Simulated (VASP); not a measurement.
Input for VASP

**INCAR**
```
NELM = 100   ! most electronic steps
LCHARG = F
IBRION = 2   ! conjugate gradients
LMAXMIX = 4   ! l cut-off of mixed one-centre charges
LREAL = F
LWAVE = F
ISMEAR = 0
ENCUT = 620   ! plane-wave cut-off (eV)
EDIFFG = -0.02
EDIFF = 1E-6
GGA = PE
ISIF = 3   ! ions, shape and volume
NSW = 40
PSTRESS = 100
SIGMA = 0.05   ! width (eV)
SYSTEM = TiO2
PREC = Accurate
LASPH = T   ! aspherical one-centre terms
ALGO = Normal   ! blocked Davidson
```

File KPOINTS:
```
Automatic mesh
0
Gamma
5 5 8
0 0 0
```

POSCAR:
```
TiO2
1.0
  4.6029554978   0.0000000000   0.0000000000
  0.0000000000   4.6029554978   0.0000000000
  0.0000000000   0.0000000000   2.9520174425
Ti O
2 4
Cartesian
  0.0000000000   0.0000000000   0.0000000000
  2.3014777489   2.3014777489   1.4760087212
  1.4004577008   1.4004577008   0.0000000000
  3.7019354497   0.9010200481   1.4760087212
  0.9010200481   3.7019354497   1.4760087212
  3.2024977970   3.2024977970   0.0000000000
```

POTCAR, in this order: Ti_sv O (PBE.64 set). Program: vasp_std.

### Question
Write an equivalent input for Quantum ESPRESSO's pw.x.

### Answer
One equivalent input (not run):
```
&CONTROL
  calculation = 'vc-relax'
  pseudo_dir = './pseudo'
  outdir = './out'
  tprnfor = .true.
  tstress = .true.
  nstep = 40
  forc_conv_thr = 0.00078
/
&SYSTEM
  ibrav = 0
  nat = 6
  ntyp = 2
  ecutwfc = 84
  occupations = 'smearing'
  smearing = 'gaussian'
  degauss = 0.003675
  input_dft = 'pbe'
/
&ELECTRONS
  conv_thr = 7.3e-08
  electron_maxstep = 100
/
&IONS
/
&CELL
  press = 100
/
ATOMIC_SPECIES
  Ti 47.867 Ti.upf
  O 15.999 O.upf
CELL_PARAMETERS angstrom
     4.6029555    0.0000000    0.0000000
     0.0000000    4.6029555    0.0000000
     0.0000000    0.0000000    2.9520174
ATOMIC_POSITIONS crystal
  Ti   0.0000000  0.0000000  0.0000000
  Ti   0.5000000  0.5000000  0.5000000
  O    0.3042518  0.3042518  0.0000000
  O    0.8042518  0.1957482  0.5000000
  O    0.1957482  0.8042518  0.5000000
  O    0.6957482  0.6957482  0.0000000
K_POINTS automatic
  5 5 8 0 0 0
```
What does not carry over: the potentials are each code's own (VASP's PAW set, PseudoDojo norm-conserving files in pw.x), so ENCUT and ecutwfc are chosen apart and not converted; conv_thr bounds pw.x's estimated SCF error, while EDIFF bounds the energy change between steps; forc_conv_thr acts on force components and is met together with etot_conv_thr.

The compound is TiO2 in the rutile structure. This run relaxes it under an external pressure of 10 GPa. Symmetry was kept, so distortions that lower it aren't found.
